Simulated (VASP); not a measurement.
The system is MoS2.

```
CELL_PARAMETERS angstrom
3.16900 0.00000 0.00000
-1.58450 2.74443 0.00000
0.00000 0.00000 12.32400
ATOMIC_POSITIONS crystal
Mo 0.33333 0.66667 0.25000
Mo 0.66667 0.33333 0.75000
S 0.33333 0.66667 0.62300
S 0.66667 0.33333 0.12300
S 0.33333 0.66667 0.87700
S 0.66667 0.33333 0.37700
```

| Property | Result |
| --- | --- |
| Program | VASP 6.6.1 |
| Task | relaxation of cell and atoms |
| Functional | r2SCAN |
| Potentials or basis | VASP PAW PBE potentials, release 64 (Mo_sv, S) |
| Cutoff | 600 eV |
| k mesh | 12 × 12 × 3 |
| Occupations | gaussian, width 0.03 eV |
| Spin | no spin polarisation |

At the start: pressure 0.8 GPa; volume 17.86 Å³/atom.

Q: How do energy, volume and symmetry change on relaxing?

A: Over 14 steps the energy falls by 6.9 meV/atom and the volume is 18.99 Å³/atom (+6.3 %); space group P6_3/mmc (No. 194, to 0.05 Å).

Step by step:
```csv
step,energy change (eV),largest force (eV/Å),pressure (GPa),volume (Å³)
1,0.0000,0.2397,0.81,107.18
2,-0.0122,0.1292,-0.01,108.60
3,-0.0124,0.1164,-0.11,108.76
4,-0.0192,0.0335,0.34,109.08
5,-0.0261,0.1516,1.35,109.77
6,-0.0286,0.1271,1.16,110.05
7,-0.0344,0.0544,0.63,110.90
8,-0.0391,0.0874,-0.35,112.58
9,-0.0391,0.0923,-0.38,112.64
10,-0.0398,0.0774,-0.28,112.81
11,-0.0409,0.0316,0.03,113.33
12,-0.0409,0.0156,0.14,113.51
13,-0.0411,0.0089,0.08,113.68
14,-0.0412,0.0002,0.00,113.92
```

Final structure:
```xyz
6
Lattice="3.1853 0.0000 0.0000 -1.5927 2.7586 0.0000 0.0000 0.0000 12.9643" Properties=species:S:1:pos:R:3 pbc="T T T"
Mo    0.0000    1.8390    3.2411
Mo    1.5927    0.9195    9.7232
S     0.0000    1.8390    8.1707
S     1.5927    0.9195    1.6886
S     0.0000    1.8390   11.2757
S     1.5927    0.9195    4.7935
```

Caveat: the PAW data sets were made with another functional, which shifts forces and pressure a little.
